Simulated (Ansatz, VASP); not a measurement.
# Pb2SeO in two plane-wave programs, part 2 of 2

One calculation is typed for both programs; each brings its own data sets. How far apart do they land? The cell is generated by rule, not measured, and may not be a known phase. The cell is taken from a series of runs on this material, whose earlier steps may have relaxed, scaled, displaced or heated it; both programs get it as it stands.

VASP 6.6.1 and Ansatz 0.2.0.

So far: The structure; VASP: relaxation of cell and atoms, PBEsol.

The structure was built from a prototype and need not be the compound's stable phase.

### Step 3. Ansatz: relaxation of cell and atoms, PBEsol

Level of this step: Ansatz beside VASP: Kohn-Sham DFT, plane waves, PBEsol (Ansatz).

Ansatz runs on its default PAW (the set named soft_2) files.

The same cell, functional, mesh and smearing now go to Ansatz, which takes its cutoff from its data sets.

input.yaml

```yaml
crystal:
  lattice:
    - [1.8643991924, -6.5064031681, 0.0]
    - [1.8643991924, 6.5064031681, 0.0]
    - [0.0, 0.0, 3.86963921]
  atoms:
    - { symbol: Pb, position: [0.6057438793, 0.3942561207, 0.75] }
    - { symbol: Pb, position: [0.3232562869, 0.6767437131, 0.25] }
    - { symbol: Se, position: [0.9213679233, 0.0786320767, 0.75] }
    - { symbol: O, position: [0.1496319105, 0.8503680895, 0.25] }
kpoints:
  mp_grid: { grid: [8, 8, 8] }
hamiltonian:
  xc: pbesol
scf:
  occupations: { method: gaussian, width: 0.02 }
output:
  forces: true
  stress: true
  eigenvalues: true
relax:
  adjacent_minimum: "off"
  f_tol: 0.005
  max_steps: 80
  cell: { stress_tol: 0.05 }
```

Command:

```sh
> ansatz run input.yaml --threads 8 --pin off --max-ram 14336MiB --backend cpu --events-out ev --progress --plain --runs-dir out
```

Numbers of over 12 decimals in the logs are rounded to 6 here.

What it wrote:

```text
Engine: ansatz 0.2.0, x86_64-unknown-linux-gnu
Pseudopotentials: kind: paw
Pseudopotential: Pb, paw, valence charge 14, recommended cutoff 420 eV (normal), Pb.paw.azcp
Pseudopotential: Se, paw, valence charge 16, recommended cutoff 420 eV (normal), Se.paw.azcp
Pseudopotential: O, paw, valence charge 6, recommended cutoff 420 eV (normal), O.paw.azcp
Functional definition: PBEsol
  exchange = pbesol_x
  correlation = pbesol_c
Crystal: 4 atoms, lattice volume = 93.882 Å³
Basis set: ecut = 420 eV, 1819 PW (Γ), exchange–correlation on 96×96×54 points (8 copies of the dense FFT grid, shifted against one another)
Bands: 30, of which v1, the nominal top of the filled ones, is band 25 counted from 1 (24 counted from 0)
Symmetry: 4 space group operations
Space group: Amm2 (ITA 38), of the structure as read, at distance tolerance 4.5e-5 Å
k-points: 105 of 512 (time reversal used)
Non-local potential: Pb, projectors of the file, l = 0: 2, l = 1: 2, l = 2: 2, l = 3: 2
Non-local potential: Se, projectors of the file, l = 0: 2, l = 1: 2, l = 2: 3, l = 3: 1
Non-local potential: O, projectors of the file, l = 0: 2, l = 1: 2, l = 2: 1
PAW form: soft (Blöchl's): semilocal exchange-correlation on the pseudo side does not see the compensation charge
PAW frozen core: Pb, regenerated for the run's functional, and the local potential with it (the file was generated under x = pbe(κ = 0.804, μ = 0.219515), c = pbe(β = 0.066725))
PAW frozen core: Se, regenerated for the run's functional, and the local potential with it (the file was generated under x = pbe(κ = 0.804, μ = 0.219515), c = pbe(β = 0.066725))
PAW frozen core: O, regenerated for the run's functional, and the local potential with it (the file was generated under x = pbe(κ = 0.804, μ = 0.219515), c = pbe(β = 0.066725))
PAW one-centre angular grid: Pb, 590 points (default); XC on 64 Gauss nodes
PAW one-centre angular grid: Se, 590 points (default); XC on 64 Gauss nodes
PAW one-centre angular grid: O, 110 points (default); XC on 64 Gauss nodes
Initial density: superposition of atomic densities (neutral atoms: chi_scale 0, normalization atom), corrected by the library's trained network
Initial wavefunctions: pseudopotential atomic-orbital guess
Functional: x = pbesol(κ = 0.804, μ = 0.123457), c = pbesol(β = 0.046)
SCF iter   1: F=—  HF=-29494.614049 eV  |F-HF|=—  |Δ(HF+E_count)|=         —  Δρ=1.06e-2  dr2=1.10e-1  ethr=1.77e-3  ⟨swp⟩=7.4  Hψ=15219  notcnv=0
preconditioner: auto → Resta (q_TF=auto, 2.456 Å⁻¹)  ε∞=3.8  [insulator: Δε(μ)=0.264 eV  Ē_g=14.444 eV  σ=0.020 eV  W_gap=1.00  n_scr=26 (ndim 8)  ℏωp=24.2 eV  f_vac=0.011  D(μ)=0.00/eV (n_scr^D=0)  ε∞_Penn≈3.8]
SCF iter   2: F=—  HF=-29494.600284 eV  |F-HF|=—  |Δ(HF+E_count)|=   1.38e-2  Δρ=7.05e-3  dr2=5.85e-2  ethr=2.20e-4  ⟨swp⟩=2.1  Hψ=6517  notcnv=0  defer=105
SCF iter   3: F=—  HF=-29494.591785 eV  |F-HF|=—  |Δ(HF+E_count)|=   8.50e-3  Δρ=1.58e-3  dr2=2.97e-3  ethr=1.17e-4  ⟨swp⟩=2.1  Hψ=4059  notcnv=0  defer=105
SCF iter   4: F=—  HF=-29494.591200 eV  |F-HF|=—  |Δ(HF+E_count)|=   5.85e-4  Δρ=5.12e-4  dr2=3.13e-4  ethr=5.94e-6  ⟨swp⟩=2.0  Hψ=4284  notcnv=0  defer=105
SCF iter   5: F=—  HF=-29494.591177 eV  |F-HF|=—  |Δ(HF+E_count)|=   2.35e-5  Δρ=1.53e-4  dr2=2.45e-5  ethr=6.27e-7  ⟨swp⟩=2.8  Hψ=4950  notcnv=0  defer=105
SCF iter   6: F=—  HF=-29494.591179 eV  |F-HF|=—  |Δ(HF+E_count)|=   2.88e-6  Δρ=3.41e-5  dr2=1.44e-6  ethr=4.90e-8  ⟨swp⟩=2.0  Hψ=5756  notcnv=0  defer=105
SCF iter   7: F=—  HF=-29494.591180 eV  |F-HF|=—  |Δ(HF+E_count)|=   1.66e-7  Δρ=1.25e-5  dr2=1.57e-7  ethr=2.87e-9  ⟨swp⟩=2.0  Hψ=5670  notcnv=0  defer=105
SCF iter   8: F=-29494.591180 eV  HF=-29494.591180 eV  |F-HF|=5.82e-9  |Δ(HF+E_count)|=   8.89e-8  Δρ=3.16e-6  dr2=1.31e-8  ethr=2.00e-10  ⟨swp⟩=9.5  Hψ=14084  notcnv=0
SCF 1 converged in 8 iterations: F = -29494.591180 eV  dr2 = 1.31e-8
  greatest PAW one-centre occupation: 1.000 electrons in one spin orbital (limit 2), on the Se atom at site 2 (counted from 0), in its partial waves of l = 2
relax step   1: F+E_penalty+E_count = -29494.59117976 eV  Δ(F+E_penalty+E_count) = +0.000e0 eV  max|allowed force component| = 1.081e-3 eV/Å  Δτ_max = 0.0000 Å  P = -0.004 GPa  Ω = 93.882 Å³  (8 SCF iters, dr2 threshold 1.00e-7 eV, accepted)
Initial density: handed on by an earlier stage of this run
Initial wavefunctions: pseudopotential atomic-orbital guess (no wavefunctions were taken with the density)
iter 1 solved again at ethr=3.94e-8 eV; its pass at ethr=3.10e-3 eV (dr2=1.97e-5 eV) is discarded
SCF iter   1: F=—  HF=-29494.591173 eV  |F-HF|=—  |Δ(HF+E_count)|=         —  Δρ=3.27e-6  dr2=1.37e-8  ethr=3.94e-8  ⟨swp⟩=3.7  Hψ=23251  notcnv=0
preconditioner: auto → Resta (q_TF=auto, 2.456 Å⁻¹)  ε∞=3.8  [insulator: Δε(μ)=0.339 eV  Ē_g=14.470 eV  σ=0.020 eV  W_gap=1.00  n_scr=26 (ndim 8)  ℏωp=24.2 eV  f_vac=0.010  D(μ)=0.00/eV (n_scr^D=0)  ε∞_Penn≈3.8]
[...]
SCF iter   4: F=—  HF=-29494.591180 eV  |F-HF|=—  |Δ(HF+E_count)|=  3.49e-10  Δρ=2.40e-7  dr2=6.02e-11  ethr=1.51e-12  ⟨swp⟩=2.0  Hψ=5775  notcnv=0
iter 5 did not close the SCF: its close was put off for the readings that it lacked (scf_convergence_deferred on its scf_iter line)
SCF iter   5: F=-29494.591180 eV  HF=-29494.591180 eV  |F-HF|=0.00e0  |Δ(HF+E_count)|=  3.64e-11  Δρ=7.76e-8  dr2=5.62e-12  ethr=1.00e-12  ⟨swp⟩=1.0  Hψ=3153  notcnv=0
iter 6 did not close the SCF: its close was put off for the readings that it lacked (scf_convergence_deferred on its scf_iter line)
SCF iter   6: F=-29494.591180 eV  HF=-29494.591180 eV  |F-HF|=7.28e-12  |Δ(HF+E_count)|=  3.64e-12  Δρ=1.34e-8  dr2=1.85e-13  ethr=1.00e-12  ⟨swp⟩=1.0  Hψ=3150  notcnv=0
iter 7 did not close the SCF: its close was put off for the readings that it lacked (scf_convergence_deferred on its scf_iter line)
SCF iter   7: F=-29494.591180 eV  HF=-29494.591180 eV  |F-HF|=0.00e0  |Δ(HF+E_count)|=  3.64e-12  Δρ=3.73e-9  dr2=1.46e-14  ethr=1.00e-12  ⟨swp⟩=1.0  Hψ=3150  notcnv=0
iter 8 did not close the SCF: its close was put off for the readings that it lacked (scf_convergence_deferred on its scf_iter line)
SCF iter   8: F=-29494.591180 eV  HF=-29494.591180 eV  |F-HF|=1.09e-11  |Δ(HF+E_count)|=    0.00e0  Δρ=8.26e-10  dr2=6.92e-16  ethr=1.00e-12  ⟨swp⟩=1.0  Hψ=3150  notcnv=0
SCF iter   9: F=-29494.591180 eV  HF=-29494.591180 eV  |F-HF|=3.64e-12  |Δ(HF+E_count)|=  3.64e-12  Δρ=2.41e-10  dr2=8.72e-17  ethr=1.00e-12  ⟨swp⟩=1.3  Hψ=6826  notcnv=0
SCF 2 converged in 9 iterations: F = -29494.591180 eV  dr2 = 8.72e-17
relax step   2: F+E_penalty+E_count = -29494.59117976 eV  Δ(F+E_penalty+E_count) = -4.089e-9 eV  max|allowed force component| = 1.101e-3 eV/Å  Δτ_max = 0.0000 Å  P = -0.004 GPa  Ω = 93.882 Å³  stress off target by 2.61e-2 GPa  SCF on the basis re-selected at this cell (its energy is not comparable with the rows above)  (9 SCF iters)
basis re-selected at this cell: Δ(F+E_penalty+E_count) = -4.089e-9 eV, ΔP = +0.000 GPa vs the last step (what re-selecting the basis moved, of the pressure what is left beyond the Pulay correction that the steps carried, after the strain that the cell walked since its last selection, with what the two solves' SCF thresholds leave and, on support functions, any second-order correction that the steps lacked; it is no m [...]
SCF converged after 9 iterations
Free energy (F): -29494.591180 eV
Harris-Foulkes:  -29494.591180 eV  (|F-HF|=3.64e-12)
Internal energy: -29494.591180 eV  (E = F + TS)
E sigma→0 (E₀):  -29494.591180 eV
Fermi energy:    9.714338 eV
--- Per-component energies (eV) ---
  E_band       = -460.825834
  E_kinetic    = 866.441712
  E_local      = -4873.546855  (includes V_loc(G=0)·N_el)
  E_nonlocal   = 159.685030
  E_hartree    = 2162.420131
  E_xc         = -615.091942
  E_vxc        = -457.811250  (∫ρ·V_xc dr)
  E_paw        = -22526.479360  (= ΣΔE_a)
  E_vpaw       = -480.436485  (= ΣTr[D̂ρ^β])
  E_aug_tail   = 0.001752  (compensation charges beyond the density's cutoff)
  E_ewald      = -4669.189620
  E_core_change = 1.167972  (= ΣΔE_core)
  E_smearing   = -0.000000  (= −TS)
  E_closure    = 0.000000  (closes the sum)
  Σ components = -29494.591180   (vs F -29494.591180, Δ=0.00e0)
--- Forces (eV/Å), atoms counted from 1 ---
  atom   1  Pb     0.00000000    -0.00071359     0.00000000
  atom   2  Pb     0.00000000     0.00050832     0.00000000
  atom   3  Se     0.00000000     0.00110131     0.00000000
  atom   4  O      0.00000000    -0.00089604     0.00000000
  max |Σ_I F_I| component: 5.90e-9 eV/Å
--- Stress (GPa, compression-positive) ---
        0.005040       0.000000       0.000000
        0.000000       0.007865       0.000000
        0.000000       0.000000      -0.026072
  P = ⅓ Tr σ = -0.0044 GPa (-0.044 kbar)
--- Band table (eV; the first three rows and the last of 105) ---
  k-point 0: bands = [... 21 lower, 6.9386, 7.5010, 7.6184, 7.6746, 11.5921, 13.7875, 13.8191, 13.9056, ... 1 higher]
  k-point 1: bands = [... 21 lower, 7.0131, 7.2760, 7.7195, 8.4131, 11.6042, 13.1426, 13.7595, 13.8136, ... 1 higher]
  k-point 2: bands = [... 21 lower, 7.0186, 7.4837, 7.9843, 9.1822, 11.4936, 12.0421, 12.7875, 13.5973, ... 1 higher]
  k-point 104: bands = [... 21 lower, 7.2907, 7.6452, 7.7900, 8.4010, 10.0724, 10.9649, 13.4431, 14.0765, ... 1 higher]
--- Relaxed structure (1 steps of the walk, 1 accepted, 1 SCFs on fresh bases) ---
  F+E_penalty+E_count = -29494.59117976 eV   max|allowed force component| = 1.101e-3 eV/Å   (the final SCF, on the basis selected at the relaxed cell)
  cell:  # Å, volume = 93.8816 Å³
    - [1.8643991924, -6.5064031681, 0.0]
    - [1.8643991924, 6.5064031681, 0.0]
    - [0.0, 0.0, 3.86963921]
  atoms:
    - { symbol: Pb, position: [0.6057438793, 0.3942561207, 0.75] }
    - { symbol: Pb, position: [0.323256, 0.6767437131, 0.25] }
    - { symbol: Se, position: [0.921368, 0.0786320767, 0.75] }
    - { symbol: O, position: [0.149632, 0.8503680895, 0.25] }
```

Reading the cycles: dr2 is the Hartree energy of the density residual (eV), the measure of convergence; HF is the Harris–Foulkes estimate of the energy, which meets the free energy F at convergence.

### Step 4. Side by side

Known differences besides the potentials themselves: the data sets hold 50 valence electrons in Ansatz (on its default PAW (the set named soft_2) files) and 40 in VASP; the cutoff is 420 eV in Ansatz and 600 eV in VASP; Ansatz makes its cores anew for this functional, VASP keeps those of its PBE data sets; Ansatz adds a Pulay correction to the stress that steers its cell, VASP none. Total energies have different zeros and are not compared.

Compared:

| quantity | Ansatz | VASP | difference |
| --- | --- | --- | --- |
| volume (Å³) | 93.88 | 93.85 | +0.03 % |
| edge a after relaxation, in the typed setting (Å) | 6.768 | 6.778 | -0.14 % |
| edge c after relaxation, in the typed setting (Å) | 3.870 | 3.863 | +0.17 % |

### Step 5. What came out

```json
{
 "difference in edge c after relaxation, in the typed setting (relaxation of cell and atoms, PBEsol)": "0.17 %"
}
```

What this shows: The difference in edge c after relaxation, in the typed setting is 0.17 % (relaxation of cell and atoms, PBEsol), within the 1.2 % picked in this series as the mark of a large difference, as far as the stopping tolerances let one tell. The data sets hold unlike numbers of valence electrons (50 in Ansatz and 40 in VASP), so part of the differences comes from the potentials. How closely two codes agree says nothing of how well the functional describes the real material.

[Lines on the potential files, build, host, timing and source positions are cut from VASP's logs without a mark.]

[Logs are printed without paths, hosts, clocks, repeated set-up lines and the standing remarks that a program may print on its own settings, such as how far it seeks lower states.]

[Hosts, paths, dates, database ids (printed as entryN), source tags and the programs' standing remarks are cut or masked in the printed files.]
